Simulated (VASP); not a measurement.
OSZICAR of a VASP run on B2Au (space group I4/mcm):

File OSZICAR:
```
       N       E                     dE             d eps       ncg     rms          rms(c)
DAV:   1     0.108095789153E+03    0.10810E+03   -0.12592E+04   756   0.113E+03
DAV:   2    -0.122575912474E+02   -0.12035E+03   -0.11194E+03   856   0.194E+02
DAV:   3    -0.207685656222E+02   -0.85110E+01   -0.82458E+01  1136   0.402E+01
DAV:   4    -0.209775080433E+02   -0.20894E+00   -0.20767E+00   988   0.719E+00
DAV:   5    -0.209856006477E+02   -0.80926E-02   -0.80879E-02  1161   0.132E+00    0.826E+00
DAV:   6    -0.200557700633E+02    0.92983E+00   -0.12900E+01   933   0.269E+01    0.957E+00
DAV:   7    -0.197276722742E+02    0.32810E+00   -0.13441E+00   950   0.981E+00    0.442E+00
DAV:   8    -0.197061820264E+02    0.21490E-01   -0.90515E-01   987   0.555E+00    0.964E-01
DAV:   9    -0.196780901045E+02    0.28092E-01   -0.99253E-02   974   0.247E+00    0.487E-01
DAV:  10    -0.196732682096E+02    0.48219E-02   -0.19790E-02  1069   0.765E-01    0.164E-01
DAV:  11    -0.196721855108E+02    0.10827E-02   -0.55207E-03  1027   0.491E-01    0.292E-02
DAV:  12    -0.196722164396E+02   -0.30929E-04   -0.35340E-04   926   0.116E-01    0.202E-02
DAV:  13    -0.196722088776E+02    0.75620E-05   -0.17026E-05   896   0.284E-02    0.931E-03
DAV:  14    -0.196722074311E+02    0.14465E-05   -0.11038E-05  1006   0.207E-02    0.147E-03
DAV:  15    -0.196722074094E+02    0.21688E-07   -0.46516E-07   483   0.508E-03
   1 F= -.19672207E+02 E0= -.19608174E+02  d E =-.128066E+00
```

Problem. Which electronic solver shows in the log?

Solution. It is blocked Davidson (ALGO = Normal, or the opening steps of other solvers). The INCAR had ALGO = Normal.

Problem. Can the final energy be trusted as converged?

Solution. Self-consistency was reached. It stopped with EDIFF = 1E-6, NELM = 100 (LDA (Ceperley-Alder, Perdew-Zunger), plane waves, VASP's LDA PAW potentials (set 64)).

The structure was generated: B2Au was put into an ordered model structure, which need not be its known phase. The cell was not relaxed at this level. The run is one of a series of settings (GGA removed, POTCAR B Au (LDA.64 set) against the base run), some of them coarse on purpose. VASP warned that the highest band is occupied, so more bands are needed.
